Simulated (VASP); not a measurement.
These are vdW-DF-cx, VASP's PBE PAW potentials (set 64) (plane waves; VASP) values and carry that method's errors.

Input for VASP

INCAR:
```
SYSTEM = MnS
PREC = Accurate; ENCUT = 520; LREAL = .FALSE.
LASPH = .TRUE.
EDIFF = 1E-7; NELM = 100; ALGO = Normal
LMAXMIX = 4
ISMEAR = 0; SIGMA = 0.05
GGA = CX; LUSE_VDW = .TRUE.; AGGAC = 0.0
MAGMOM = 4.1 -4.1 2*0.0
ISPIN = 2
IBRION = 2; NSW = 30; ISIF = 4
EDIFFG = -0.01
LWAVE = .FALSE.; LCHARG = .FALSE.; LORBIT = 10
```

### KPOINTS
```
Automatic
0
gamma
 7 7 7
0 0 0
```

### POSCAR
```
MnS
1
    4.9999326113     2.4900480815     2.4900480815
    2.4900480815     4.9999326113     2.4900480815
    2.4900480815     2.4900480815     4.9999326113
Mn S
2 2
Direct
  0.0000000000   0.0000000000   0.0000000000
  0.5000000000   0.5000000000   0.5000000000
  0.2500000000   0.2500000000   0.2500000000
  0.7500000000   0.7500000000   0.7500000000
```

POTCAR, in this order: Mn_pv S (PBE.64 set). Program: vasp_std.

Output

File OSZICAR:
```
       N       E                     dE             d eps       ncg     rms          rms(c)
DAV:   1     0.397026745713E+03    0.39703E+03   -0.21542E+04  4272   0.183E+03
DAV:   2     0.131232078813E+02   -0.38390E+03   -0.37849E+03  4083   0.494E+02
DAV:   3    -0.205395778392E+02   -0.33663E+02   -0.33142E+02  5704   0.136E+02
DAV:   4    -0.216221880670E+02   -0.10826E+01   -0.10629E+01  4671   0.226E+01
DAV:   5    -0.216485059373E+02   -0.26318E-01   -0.26312E-01  5097   0.396E+00    0.179E+01
DAV:   6    -0.196818951338E+02    0.19666E+01   -0.28139E+01  5290   0.505E+01    0.159E+01
DAV:   7    -0.195283565883E+02    0.15354E+00   -0.31930E+00  4932   0.214E+01    0.913E+00
DAV:   8    -0.195627690074E+02   -0.34412E-01   -0.34935E-01  5203   0.487E+00    0.439E+00
DAV:   9    -0.195479671706E+02    0.14802E-01   -0.74136E-02  5382   0.266E+00    0.383E-01
DAV:  10    -0.195504237947E+02   -0.24566E-02   -0.15609E-02  5121   0.773E-01    0.199E-01
DAV:  11    -0.195504499966E+02   -0.26202E-04   -0.83864E-04  4718   0.241E-01    0.121E-01
DAV:  12    -0.195505051748E+02   -0.55178E-04   -0.25319E-04  5065   0.951E-02    0.879E-02
DAV:  13    -0.195505301499E+02   -0.24975E-04   -0.28615E-05  4363   0.349E-02    0.498E-02
DAV:  14    -0.195505442343E+02   -0.14084E-04   -0.12571E-05  4461   0.274E-02    0.144E-02
DAV:  15    -0.195505459119E+02   -0.16776E-05   -0.12868E-06  5186   0.981E-03    0.399E-03
DAV:  16    -0.195505458805E+02    0.31376E-07   -0.80935E-08  2605   0.275E-03
   1 F= -.19550546E+02 E0= -.19550546E+02  d E =-.195505E+02  mag=     0.0000
       N       E                     dE             d eps       ncg     rms          rms(c)
DAV:   1    -0.195511196934E+02   -0.57378E-03   -0.22267E-02  4132   0.126E+00    0.170E-01
DAV:   2    -0.195508200691E+02    0.29962E-03   -0.58318E-04  4642   0.245E-01    0.977E-02
DAV:   3    -0.195507261492E+02    0.93920E-04   -0.11235E-04  5544   0.111E-01    0.524E-02
DAV:   4    -0.195507142347E+02    0.11915E-04   -0.30517E-05  5257   0.436E-02    0.137E-02
DAV:   5    -0.195507142942E+02   -0.59580E-07   -0.13686E-06  4244   0.114E-02    0.854E-03
DAV:   6    -0.195507145017E+02   -0.20750E-06   -0.14864E-07  3403   0.333E-03    0.313E-03
DAV:   7    -0.195507145311E+02   -0.29387E-07   -0.39920E-08  2430   0.190E-03
   2 F= -.19550715E+02 E0= -.19550715E+02  d E =-.168651E-03  mag=    -0.0000
```

**OUTCAR**
```
------------------------ aborting loop because EDIFF is reached ----------------------------------------
  FORCE on cell =-STRESS in cart. coord.  units (eV):
  Direction    XX          YY          ZZ          XY          YZ          ZX
  --------------------------------------------------------------------------------------
  Total        1.0123753      1.0123753      1.0123753     -0.0344143     -0.0344143     -0.0344143
  in kB       25.7995920     25.7995920     25.7995920     -0.8770227     -0.8770227     -0.8770227
  external PRESSURE =      25.7995920 kB  Pullay stress =       0.0000000 kB
  volume of cell :       62.87
      direct lattice vectors                 reciprocal lattice vectors
     4.996768817  2.485287755  2.485287755     0.298890161 -0.099281267 -0.099281267
     2.485287755  4.996768817  2.485287755    -0.099281267  0.298890161 -0.099281267
     2.485287755  2.485287755  4.996768817    -0.099281267 -0.099281267  0.298890161
 POSITION                                       TOTAL-FORCE (eV/Angst)
 -----------------------------------------------------------------------------------
      0.00000      0.00000      0.00000        -0.000000     -0.000000     -0.000000
      4.98367      4.98367      4.98367         0.000000     -0.000000      0.000000
      2.49184      2.49184      2.49184         0.000000     -0.000000     -0.000000
      7.47551      7.47551      7.47551         0.000000      0.000000      0.000000
 -----------------------------------------------------------------------------------
    total drift:                                0.000000     -0.000000     -0.000000
  FREE ENERGIE OF THE ION-ELECTRON SYSTEM (eV)
  ---------------------------------------------------
  free  energy   TOTEN  =       -19.5507145311 eV

  energy  without entropy=      -19.5507145297  energy(sigma->0) =      -19.55071453

 total charge

# of ion       s       p       d       tot
------------------------------------------
    1        0.235   6.201   5.012  11.447
    2        0.235   6.201   5.012  11.447
    3        1.326   2.430   0.000   3.755
    4        1.326   2.430   0.000   3.755
--------------------------------------------------
tot          3.121  17.260  10.024  30.405

 magnetization (x)

# of ion       s       p       d       tot
------------------------------------------
    1        0.011   0.014   3.986   4.012
    2       -0.011  -0.014  -3.986  -4.012
    3        0.000   0.000   0.000   0.000
    4        0.000   0.000   0.000   0.000
--------------------------------------------------
tot         -0.000   0.000   0.000  -0.000

 reached required accuracy - stopping structural energy minimisation
```
(Selected blocks of OUTCAR.)

### CONTCAR
```
MnS
   1.00000000000000
     4.9967688169754796    2.4852877547372074    2.4852877547372074
     2.4852877547372074    4.9967688169754796    2.4852877547372074
     2.4852877547372074    2.4852877547372074    4.9967688169754796
  Mn              S
     2     2
Direct
     0.0000000000000000    0.0000000000000000    0.0000000000000000
     0.5000000000000000    0.5000000000000000    0.5000000000000000
     0.2500000000000000    0.2500000000000000    0.2500000000000000
     0.7500000000000000    0.7500000000000000    0.7500000000000000
```

The compound is MnS in the rock salt, AFM-II order structure. This cell is one point of a volume scan, at 0.97 of the reference volume. Symmetry was kept, so distortions that lower it aren't found.
